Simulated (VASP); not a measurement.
These are PBE GGA with D3 dispersion (Becke-Johnson damping), VASP's PBE PAW potentials (set 64) (plane waves; VASP) values and carry that method's errors.

Gaps are without spin-orbit coupling.

```
Quantity                                              Result
---------------------------------------------  -------------
volume per atom                                10.48 Å³/atom
band gap (over mesh and band path)                   1.83 eV
smallest direct gap (over mesh and band path)        1.83 eV
```

Question: Which relaxed crystal gives these values?
(A) InP, F-43m (216)
(B) BeS, F-43m (216)
(C) TiO2, P4_2/mnm (136)
(D) Te2Mo, P6_3/mmc (194)

Answer: C, TiO2, P4_2/mnm (136)
